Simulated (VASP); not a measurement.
Consider the following.

```xyz
2
Lattice="0.0000 2.2746 2.2746 2.2746 0.0000 2.2746 2.2746 2.2746 0.0000" Properties=species:S:1:pos:R:3 pbc="T T T"
Ga     0.0000     0.0000     0.0000
N      1.1373     1.1373     1.1373
```

Level of theory: PW91 GGA, VASP's PBE PAW potentials (set 64) (plane waves; VASP 6.6.1). Settings: 520 eV cut-off, Gaussian smearing of 0.050 eV, potentials Ga_d N.

Q: Predict the band gap (along the path) with the smallest direct gap where there is one.

A: 
```yaml
band gap (along the path): 1.55 eV
smallest direct gap (along the path): 1.55 eV
```

The compound is GaN in the zinc blende structure, a metastable form; wurtzite is the usual one. It was relaxed first.
